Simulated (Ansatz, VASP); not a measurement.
# Ag2Bi: VASP beside Ansatz, part 2 of 2

One calculation is typed for both programs; each brings its own data sets. How far apart do they land? The cell is generated by rule, not measured, and may not be a known phase. Of the first pair: The two relaxations start from unlike cells of this crystal (the structure described is Ansatz's start), so only their ends are compared.

VASP 6.6.1 and Ansatz 0.2.0.

So far: The starting structure; Ansatz: relaxation of cell and atoms, PBEsol, pair 1; VASP: relaxation of cell and atoms, PBEsol, pair 1; Side by side.

## (5) Ansatz: relaxation of cell and atoms, PBEsol, pair 2

Level of this step: Ansatz beside VASP: Kohn-Sham DFT, plane waves, PBEsol (Ansatz).

The relaxed volume is the usual yardstick between codes: in a stiff, nearly cubic crystal its relative difference is about their pressure difference at one cell divided by the bulk modulus. This pair takes another cell of the material, with 6 atoms against 3 for the pair before.

The cell is taken from a series of runs on this material, whose earlier steps may have relaxed, scaled, displaced or heated it; both programs get it as it stands.

Input file input.yaml:

```yaml
crystal:
  lattice:
    - [5.1252391964, -2.6436427636, 0.0]
    - [5.1252391964, 2.6436427636, 0.0]
    - [0.0, 0.0, 4.7316544247]
  atoms:
    - { symbol: Bi, position: [0.2213573377, 0.7786426623, 0.25] }
    - { symbol: Bi, position: [0.7786426623, 0.2213573377, 0.75] }
    - { symbol: Ag, position: [0.4601849985, 0.1530077915, 0.25] }
    - { symbol: Ag, position: [0.1530077915, 0.4601849985, 0.75] }
    - { symbol: Ag, position: [0.8469922085, 0.5398150015, 0.25] }
    - { symbol: Ag, position: [0.5398150015, 0.8469922085, 0.75] }
kpoints:
  mp_grid: { grid: [8, 8, 8] }
hamiltonian:
  xc: pbesol
scf:
  occupations: { method: methfessel_paxton, width: 0.2 }
output:
  forces: true
  stress: true
  eigenvalues: true
relax:
  adjacent_minimum: "off"
  f_tol: 0.001
  max_steps: 60
  cell: { stress_tol: 0.01 }
```

Started as:

```
> ansatz run input.yaml --threads 8 --pin off --max-ram 14336MiB --backend cpu --events-out ev --progress --plain --runs-dir out
```

Numbers of over 12 decimals in the logs are rounded to 6 here.

What it wrote:

```text
[...]
Crystal: 6 atoms, lattice volume = 128.221 Å³
Basis set: ecut = 420 eV, 2515 PW (Γ), exchange–correlation on 80×80×64 points (8 copies of the dense FFT grid, shifted against one another)
Bands: 64, of which v1, the nominal top of the filled ones, is band 53 counted from 1 (52 counted from 0)
Symmetry: 8 space group operations
[...]
k-points: 105 of 512
[...]
- [5.1252391964, -2.6436427636, 0.0]
    - [5.1252391964, 2.6436427636, 0.0]
    - [0.0, 0.0, 4.7316544247]
  atoms:
    - { symbol: Bi, position: [0.221357, 0.7786426623, 0.25] }
    - { symbol: Bi, position: [0.7786426623, 0.221357, 0.75] }
    - { symbol: Ag, position: [0.460185, 0.153008, 0.25] }
    - { symbol: Ag, position: [0.153008, 0.460185, 0.75] }
    - { symbol: Ag, position: [0.8469922085, 0.5398150015, 0.25] }
    - { symbol: Ag, position: [0.5398150015, 0.8469922085, 0.75] }
[key lines of the parts left out:]
SCF converged after 6 iterations
Free energy (F): -54572.582765 eV
Fermi energy:    14.889947 eV
P = ⅓ Tr σ = -0.0006 GPa (-0.006 kbar)
```

## (6) VASP: relaxation of cell and atoms, PBEsol, pair 2

The same cell, functional, mesh and smearing now go to VASP, with its own data sets.

Input file INCAR:

```
SYSTEM = Ag2Bi
PREC = Accurate
ENCUT = 500
EDIFF = 1E-07
NELM = 120
ISMEAR = 1
SIGMA = 0.2
LREAL = .FALSE.
ALGO = Normal
GGA = PS
NBANDS = 45
LASPH = .TRUE.
LORBIT = 11
LWAVE = .FALSE.
LCHARG = .FALSE.
ISIF = 3
IBRION = 2
NSW = 80
EDIFFG = -0.005
GGA_COMPAT = .FALSE.
NELMIN = 4
KPAR = 2
```

Input file POSCAR:

```
Ag2Bi
1.0
    5.1252390000     -2.6436430000      0.0000000000
    5.1252390000      2.6436430000      0.0000000000
    0.0000000000      0.0000000000      4.7316540000
Bi Ag
2 4
Direct
    0.2213574223      0.7786425777      0.2500001057
    0.7786425777      0.2213574223      0.7500001057
    0.4601850614      0.1530078063      0.2500001057
    0.1530078063      0.4601850614      0.7500001057
    0.8469922912      0.5398150362      0.2500001057
    0.5398150362      0.8469922912      0.7500001057
```

Input file KPOINTS:

```
Automatic mesh
0
Gamma
8 8 8
0 0 0
```

Potentials, in the order of the species: Bi_d and Ag (PBE family, release 64).

Started as:

```
> mpirun -np 2 vasp_std
```

What it wrote:

```text
[banner, memory and clock lines left out]
running    2 mpi-ranks, on    1 nodes
[...]
[... a notice as in an earlier step ...]

 LDA part: xc-table for (Slater+PW92), standard interpolation
 POSCAR, INCAR and KPOINTS ok, starting setup
[...]
entering main loop
       N       E                     dE             d eps       ncg     rms          rms(c)
DAV:   1     0.759194057236E+03    0.75919E+03   -0.36428E+04  9470   0.186E+03
DAV:   2     0.524406397609E+02   -0.70675E+03   -0.68653E+03  9506   0.512E+02
DAV:   3    -0.197637489138E+02   -0.72204E+02   -0.70031E+02 10260   0.163E+02
DAV:   4    -0.226973743544E+02   -0.29336E+01   -0.29130E+01 10558   0.330E+01
[...]
DAV:  12    -0.214358842677E+02   -0.22774E-05   -0.68064E-06 11308   0.171E-02    0.717E-03
DAV:  13    -0.214358834550E+02    0.81265E-06   -0.96884E-07 10204   0.661E-03    0.766E-04
DAV:  14    -0.214358834635E+02   -0.84456E-08   -0.53097E-08  5653   0.154E-03
   1 F= -.21435883E+02 E0= -.21435591E+02  d E =-.214359E+02
[...]
DAV:   6    -0.214359083919E+02   -0.55627E-07   -0.33910E-06  9412   0.122E-02    0.233E-03
DAV:   7    -0.214359083157E+02    0.76185E-07   -0.35579E-07  7406   0.336E-03
   2 F= -.21435908E+02 E0= -.21435625E+02  d E =-.248522E-04
 trial-energy change:   -0.000025  1 .order   -0.000025   -0.000141    0.000091
 step:   0.6075(harm=  0.6075)  dis= 0.00013  next Energy=   -21.435926 (dE=-0.427E-04)
[...]
N       E                     dE             d eps       ncg     rms          rms(c)
DAV:   1    -0.214364263313E+02   -0.51794E-03   -0.10557E-02 10149   0.898E-01    0.139E-01
DAV:   2    -0.214359705462E+02    0.45579E-03   -0.14733E-03 10128   0.320E-01    0.481E-02
DAV:   3    -0.214359359398E+02    0.34606E-04   -0.90507E-05 11792   0.706E-02    0.266E-02
DAV:   4    -0.214359276594E+02    0.82804E-05   -0.22863E-05 13484   0.365E-02    0.608E-03
DAV:   5    -0.214359263415E+02    0.13179E-05   -0.25672E-06 10129   0.119E-02    0.389E-03
DAV:   6    -0.214359259720E+02    0.36953E-06   -0.54263E-07  9085   0.486E-03    0.931E-04
DAV:   7    -0.214359259595E+02    0.12418E-07   -0.52330E-08  5251   0.128E-03
   3 F= -.21435926E+02 E0= -.21435639E+02  d E =-.424961E-04
[...]
reached required accuracy - stopping structural energy minimisation
```

OUTCAR, selected parts (step 6):

```text
  Total        0.0015824      0.0007520     -0.0018911      0.0000000      0.0000000      0.0000000
  in kB        0.0197940      0.0094065     -0.0236563      0.0000000      0.0000000      0.0000000
  external PRESSURE =       0.0018481 kB  Pullay stress =       0.0000000 kB

 POSITION                                       TOTAL-FORCE (eV/Angst)
 -----------------------------------------------------------------------------------
      5.12358      1.47278      1.18243        -0.000000      0.002587      0.000000
      5.12358     -1.47278      3.54729        -0.000000     -0.002587      0.000000
      3.14162     -0.81177      1.18243        -0.002361     -0.000993      0.000000
      3.14162      0.81177      3.54729        -0.002361      0.000993      0.000000
      7.10554     -0.81177      1.18243         0.002361     -0.000993      0.000000
      7.10554      0.81177      3.54729         0.002361      0.000993      0.000000
 -----------------------------------------------------------------------------------
    total drift:                               -0.000672      0.000000     -0.000721

  FREE ENERGIE OF THE ION-ELECTRON SYSTEM (eV)
  ---------------------------------------------------
  free  energy   TOTEN  =       -21.4359259595 eV

  energy  without entropy=      -21.4350638621  energy(sigma->0) =      -21.43563859

[... 1 part as in an earlier step ...]

[... 3 further parts left out ...]
[key lines of the parts left out:]
E-fermi :   8.2902
```

The run keeps the 8 symmetry operations of its start, so it cannot find a distortion of lower symmetry.

## (7) Comparison

What differs besides the data sets and the points named for the pairs above, as far as they apply: the data sets hold 106 valence electrons in Ansatz (on its default PAW (the set named soft_2) files) and 74 in VASP. Total energies have different zeros and are not compared.

The two programs side by side:

| quantity | Ansatz | VASP | difference |
| --- | --- | --- | --- |
| volume (Å³) | 128.22 | 128.08 | +0.11 % |
| edge a after relaxation, in the typed setting (Å) | 5.767 | 5.765 | +0.03 % |
| edge c after relaxation, in the typed setting (Å) | 4.732 | 4.730 | +0.04 % |

## (8) Summary of results

- difference in edge a after relaxation, in the typed setting (relaxation of cell and atoms, PBEsol, pair 1): -0.20 %
- difference in volume (relaxation of cell and atoms, PBEsol, pair 2): 0.11 %

**Reading.** The difference in edge a after relaxation, in the typed setting is -0.20 % (relaxation of cell and atoms, PBEsol, pair 1), within the 1.2 % picked in this series as the mark of a large difference, as far as the stopping tolerances let one tell. The data sets hold unlike numbers of valence electrons (53 in Ansatz and 37 in VASP and 106 in Ansatz and 74 in VASP), so part of the differences comes from the potentials. How closely two codes agree says nothing of how well the functional describes the real material.

[Lines on the potential files, build, host, timing and source positions are cut from VASP's logs without a mark.]

[Logs are printed without paths, hosts, clocks, repeated set-up lines and the standing remarks that a program may print on its own settings, such as how far it seeks lower states.]

[Hosts, paths, dates, database ids (printed as entryN), source tags and the programs' standing remarks are cut or masked in the printed files.]
